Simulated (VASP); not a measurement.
Given:

```yaml
crystal:
  lattice:
    - [0.00000, 2.80618, 2.80618]
    - [2.80618, 0.00000, 2.80618]
    - [2.80618, 2.80618, 0.00000]
  atoms:
    - { symbol: Be, position: [0.00000, 0.00000, 0.00000] }
    - { symbol: Te, position: [0.25000, 0.25000, 0.25000] }
```

Method: PBEsol GGA with spin-orbit coupling, VASP's PBE PAW potentials (set 64) (plane waves; VASP). Settings: 400 eV cut-off, 7×7×7 Γ-centred mesh, Gaussian smearing of 0.050 eV, potentials Be Te.

Give the energies of bands 3 to 15 at the high-symmetry points, in eV from the valence-band maximum.

```json
[
 {"band": "3", "Γ": "-0.92", "X": "-5.51", "U": "-5.25", "L": "-5.96", "W": "-5.11"},
 {"band": "4", "Γ": "-0.92", "X": "-5.51", "U": "-5.04", "L": "-5.96", "W": "-4.79"},
 {"band": "5", "Γ": "0.00", "X": "-3.18", "U": "-4.42", "L": "-1.70", "W": "-4.35"},
 {"band": "6", "Γ": "0.00", "X": "-3.18", "U": "-4.15", "L": "-1.70", "W": "-3.91"},
 {"band": "7", "Γ": "0.00", "X": "-2.80", "U": "-2.56", "L": "-1.21", "W": "-3.57"},
 {"band": "8", "Γ": "0.00", "X": "-2.80", "U": "-2.55", "L": "-1.21", "W": "-3.51"},
 {"band": "9", "Γ": "3.27", "X": "1.53", "U": "2.29", "L": "2.77", "W": "4.84"},
 {"band": "10", "Γ": "3.27", "X": "1.53", "U": "2.32", "L": "2.77", "W": "4.87"},
 {"band": "11", "Γ": "3.32", "X": "2.30", "U": "4.87", "L": "4.23", "W": "5.17"},
 {"band": "12", "Γ": "3.32", "X": "2.30", "U": "4.96", "L": "4.23", "W": "5.20"},
 {"band": "13", "Γ": "3.32", "X": "9.29", "U": "7.52", "L": "4.28", "W": "5.25"},
 {"band": "14", "Γ": "3.32", "X": "9.29", "U": "7.59", "L": "4.28", "W": "5.25"},
 {"band": "15", "Γ": "3.52", "X": "9.62", "U": "7.92", "L": "7.37", "W": "5.84"}
]
```

The gap is indirect, 1.53 eV, from the valence maximum at Γ to the conduction minimum at X.

Measured: gap 2.80 eV (computed value off by -1.27 eV), as given by Das et al., (2018), arXiv:1807.05623.

The compound is BeTe in the zinc blende structure. It was relaxed first.
